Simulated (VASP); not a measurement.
Computed with SCAN meta-GGA, VASP's PBE PAW potentials (set 64) (plane waves; VASP).

Input for VASP

**KPOINTS**
```
kpoints
0
Gamma
  16 16 16
```

**POSCAR**
```
Pd
1
    0.0000000000     1.9078298273     1.9078298273
    1.9078298273     0.0000000000     1.9078298273
    1.9078298273     1.9078298273     0.0000000000
Pd
1
Direct
  0.0000000000   0.0000000000   0.0000000000
```

INCAR:
```
SYSTEM = Pd
PREC = Accurate
ENCUT = 520
EDIFF = 1E-7
NELM = 100
ALGO = Normal
LREAL = .FALSE.
LASPH = .TRUE.
ISMEAR = 1
SIGMA = 0.1
METAGGA = SCAN
LMIXTAU = .TRUE.
LMAXMIX = 4
LWAVE = .FALSE.
LCHARG = .FALSE.
ISIF = 2
```

POTCAR, in this order: Pd (PBE.64 set). Program: vasp_std.

**Question.** What does the run give for the energy per atom (σ→0), pressure, band gap (on the k-mesh)?

**Answer.** 
```json
{
  "energy per atom (σ→0)": "-32746 meV/atom",
  "band gap (on the k-mesh)": "none (metal, semimetal or under 0.01 eV)",
  "pressure": "141.5 kbar"
}
```

OSZICAR:
```
...
DAV:  13    -0.327457870797E+02   -0.90258E-04   -0.12756E-04  3507   0.842E-02    0.592E-03
DAV:  14    -0.327457837076E+02    0.33721E-05   -0.33593E-06  2809   0.270E-02    0.310E-03
DAV:  15    -0.327457865878E+02   -0.28802E-05   -0.89790E-07  2778   0.734E-03    0.117E-03
DAV:  16    -0.327457857882E+02    0.79960E-06   -0.48053E-07  2815   0.831E-03    0.604E-04
DAV:  17    -0.327457861583E+02   -0.37011E-06   -0.52023E-08  1344   0.261E-03    0.257E-04
DAV:  18    -0.327457860466E+02    0.11167E-06   -0.23990E-09  1338   0.551E-04    0.144E-04
DAV:  19    -0.327457860737E+02   -0.27086E-07   -0.17372E-09  1327   0.368E-04
   1 F= -.32745786E+02 E0= -.32745769E+02  d E =-.522659E-04
```

The compound is Pd in the fcc structure. This cell is one point of a volume scan, at 0.94 of the reference volume.
